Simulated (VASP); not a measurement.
# MgS (Niningerite) with r2SCAN: from relaxation to properties, part 2 of 2

Wanted: the relaxed cell of MgS (Niningerite) and its properties. The start is a cell from a database of measured crystal structures.

VASP 6.6.1; r2SCAN; plane waves and PAW (Mg, S).

So far, gap on the k-mesh (eV): step 2 (full relaxation (r2SCAN)) 3.44; step 5 (density of states (r2SCAN)) 3.58.

### 7. Volume scan with r2SCAN

An equation of state needs energies on both sides of the minimum, all on one mesh and cutoff.

Contents of INCAR:

```
SYSTEM = MgS
PREC = Accurate
ENCUT = 400
EDIFF = 1E-06
NELM = 100
ISMEAR = 0
SIGMA = 0.05
LREAL = .FALSE.
ALGO = Normal
METAGGA = R2SCAN
LASPH = .TRUE.
NBANDS = 10
LORBIT = 11
LWAVE = .FALSE.
LCHARG = .FALSE.
KPAR = 2
ISIF = 2
```

Contents of POSCAR:

```
MgS
1.0
    0.0000000000      2.5436820951      2.5436820951
    2.5436820951      0.0000000000      2.5436820951
    2.5436820951      2.5436820951      0.0000000000
Mg S
1 1
Direct
    0.0000000000      0.0000000000      0.0000000000
    0.5000000000      0.5000000000      0.5000000000
```

Contents of KPOINTS:

```
Automatic mesh
0
Gamma
6 6 6
0 0 0
```

Potentials, in the order of the species: Mg and S (PBE family, release 64).

The run is started by

```console
> mpirun -np 2 vasp_std
```

Run time: 12 s. Hardware: 2 MPI ranks of AMD EPYC 7R43, shared host; peak memory 0.2 GiB.

The scan keeps the cell's shape and the fractional positions fixed.

A gap read on the k-mesh alone can miss the band edges.

Numbers from this step:

- SCF cycles: 13
- bands: 10
- irreducible k-points: 16
- free energy (TOTEN): -15.47 eV
- Fermi energy: 4.397 eV
- pressure: 5.700 GPa
- conduction bottom at k: 0.5, 0.5, 0
- gap on the k-mesh: 3.575 eV
- least direct gap on the k-mesh: 5.209 eV

The pressure here is 5.70 GPa.

### 8. Volume scan with r2SCAN (run 2)

INCAR is that of step 7.

Contents of POSCAR:

```
MgS
1.0
    0.0000000000      2.5615959395      2.5615959395
    2.5615959395      0.0000000000      2.5615959395
    2.5615959395      2.5615959395      0.0000000000
Mg S
1 1
Direct
    0.0000000000      0.0000000000      0.0000000000
    0.5000000000      0.5000000000      0.5000000000
```

KPOINTS is that of step 7.

The run is started by

```console
> mpirun -np 2 vasp_std
```

It took 11 s on 2 MPI ranks; peak memory 0.21 GiB; 21 s of CPU time.

This step gave:

* free energy (TOTEN): -15.49 eV
* Fermi energy: 4.174 eV
* pressure: 3.607 GPa
* gap on the k-mesh: 3.531 eV
* least direct gap on the k-mesh: 5.019 eV

The pressure falls from 5.70 to 3.61 GPa.

The run ends at a pressure of 3.61 GPa.

### 9. Volume scan with r2SCAN (run 3)

INCAR is that of step 8.

Contents of POSCAR:

```
MgS
1.0
    0.0000000000      2.5792626766      2.5792626766
    2.5792626766      0.0000000000      2.5792626766
    2.5792626766      2.5792626766      0.0000000000
Mg S
1 1
Direct
    0.0000000000      0.0000000000      0.0000000000
    0.5000000000      0.5000000000      0.5000000000
```

KPOINTS is that of step 8.

The run is started by

```console
> mpirun -np 2 vasp_std
```

Elapsed: 11 s, on 2 MPI ranks; peak memory 0.19 GiB.

The pressure falls from 3.61 to 1.72 GPa.

The run ends at a pressure of 1.72 GPa.

### 10. Volume scan with r2SCAN (run 4)

INCAR is that of step 9.

Contents of POSCAR:

```
MgS
1.0
    0.0000000000      2.5966906558      2.5966906558
    2.5966906558      0.0000000000      2.5966906558
    2.5966906558      2.5966906558      0.0000000000
Mg S
1 1
Direct
    0.0000000000      0.0000000000      0.0000000000
    0.5000000000      0.5000000000      0.5000000000
```

KPOINTS is that of step 9.

The run is started by

```console
> mpirun -np 2 vasp_std
```

It took 11 s on 2 MPI ranks; peak memory 0.19 GiB.

The pressure falls from 1.72 to 0.01 GPa.

The run ends at a pressure of 0.01 GPa.

### 11. Volume scan with r2SCAN (run 5)

INCAR is that of step 10.

Contents of POSCAR:

```
MgS
1.0
    0.0000000000      2.6138877838      2.6138877838
    2.6138877838      0.0000000000      2.6138877838
    2.6138877838      2.6138877838      0.0000000000
Mg S
1 1
Direct
    0.0000000000      0.0000000000      0.0000000000
    0.5000000000      0.5000000000      0.5000000000
```

KPOINTS is that of step 10.

The run is started by

```console
> mpirun -np 2 vasp_std
```

Wall time 11 s (2 MPI ranks); peak memory 0.2 GiB.

The pressure falls from 0.01 to -1.53 GPa.

The run ends at a pressure of -1.53 GPa.

### 12. Volume scan with r2SCAN (run 6)

INCAR is that of step 11.

Contents of POSCAR:

```
MgS
1.0
    0.0000000000      2.6308615567      2.6308615567
    2.6308615567      0.0000000000      2.6308615567
    2.6308615567      2.6308615567      0.0000000000
Mg S
1 1
Direct
    0.0000000000      0.0000000000      0.0000000000
    0.5000000000      0.5000000000      0.5000000000
```

KPOINTS is that of step 11.

The run is started by

```console
> mpirun -np 2 vasp_std
```

Wall time 9.8 s (2 MPI ranks); peak memory 0.19 GiB.

The pressure falls from -1.53 to -2.92 GPa.

The run ends at a pressure of -2.92 GPa.

### 13. Volume scan with r2SCAN (run 7)

A prediction first. A least-squares parabola for the 6 pressures of evenly scaled cells so far, P = 0.01 -81.3 t +171 t² GPa with t = ln(V/V₁) and V₁ the volume at scale 1, gives -4.15 GPa at t = +0.0583.

INCAR is that of step 12.

Contents of POSCAR:

```
MgS
1.0
    0.0000000000      2.6476190885      2.6476190885
    2.6476190885      0.0000000000      2.6476190885
    2.6476190885      2.6476190885      0.0000000000
Mg S
1 1
Direct
    0.0000000000      0.0000000000      0.0000000000
    0.5000000000      0.5000000000      0.5000000000
```

KPOINTS is that of step 12.

The run is started by

```console
> mpirun -np 2 vasp_std
```

Wall time 10 s (2 MPI ranks); peak memory 0.21 GiB.

The pressure falls from -2.92 to -4.18 GPa. The parabola predicted -4.15 GPa, +0.03 GPa off.

### 14. Comparing the runs

Times are for 2 MPI ranks of AMD EPYC 7R43, shared host. The series side by side:

```
no.  volume scale  energy above the lowest point (meV/atom)  pressure (GPa)  gap on the k-mesh (eV)   time  memory (GiB)
  1          0.94                                     17.88           5.700                   3.575   12 s           0.2
  2          0.96                                      7.71           3.607                   3.531   11 s          0.21
  3          0.98                                      1.89           1.718                   3.488   11 s          0.19
  4             1                                         0         0.01265                   3.445   11 s          0.19
  5          1.02                                      1.64          -1.531                   3.402   11 s           0.2
  6          1.04                                       6.5          -2.924                   3.359  9.8 s          0.19
  7          1.06                                     14.24          -4.181                   3.316   10 s          0.21
```

### 15. Fit for r2SCAN

This step: Birch-Murnaghan fit, r2SCAN; plane waves and PAW (VASP 6.6.1).

No new run; the numbers come from the runs before.

Numbers from this step:

```
pressure derivative of the bulk modulus : 4.089
r.m.s. error of the fit                 : 1.27e-6 eV/atom
minimum inside the sampled range        : yes
bulk modulus                            : 80.87 GPa
equilibrium volume of the fit           : 17.52 Å³/atom
```

Table of energy above the fitted minimum by volume:

```
volume (Å³/atom)  energy above the fitted minimum (eV/atom)
          16.458                                     0.0179
          16.809                                    0.00772
          17.159                                    0.00190
          17.509                                     2.7e-6
          17.859                                    0.00165
          18.209                                    0.00650
          18.559                                     0.0142
```

The fit over cells of fixed shape and fractional positions puts the volume +0.04 % from the relaxed one.

### 16. Outcome

```json
{"relaxed volume": "17.51 Å³/atom", "relaxed conventional cell a, b, c": "5.193, 5.193, 5.193 Å", "space group after relaxing, within 0.02 Å": "Fm-3m (No. 225)", "band gap": "3.44 eV, indirect (least direct gap of that run 4.66 eV)", "gap among the points of the DOS mesh alone, an upper bound": "3.58 eV", "strongest peak of ε2, mean over directions": "6.62 eV", "ε1 at zero frequency, no local fields, mean": "5.17", "bulk modulus from the fit": "80.9 GPa", "volume from the fit": "17.5 Å³/atom"}
```

In words: With r2SCAN, MgS (Niningerite) relaxes to 17.51 Å³/atom in space group Fm-3m (held by the symmetry of the run), has an indirect gap of 3.44 eV and has a bulk modulus of 80.9 GPa. Against the listed cell the volume lies -0.6 %. Band structure (r2SCAN): The path shows an indirect gap of 3.44 eV (valence top at Γ, conduction bottom at X). The least direct gap is 4.66 eV. Semilocal functionals usually underestimate gaps. No search among competing phases was made, and a listed structure need not be the one stable at ambient conditions. All values are for a static lattice at zero temperature.

[Lines on the potential files, build, host, timing and source positions are cut from VASP's logs without a mark.]

[Logs are printed without paths, hosts, clocks, repeated set-up lines and the standing remarks that a program may print on its own settings, such as how far it seeks lower states.]

[Hosts, paths, dates, database ids (printed as entryN), source tags and the programs' standing remarks are cut or masked in the printed files.]

[A measured line is paired with the nearest computed mode of its activity, which favours agreement.]

[In band tables of VASP the shares of atoms and orbitals are scaled to a sum of 1 inside the atoms' spheres.]
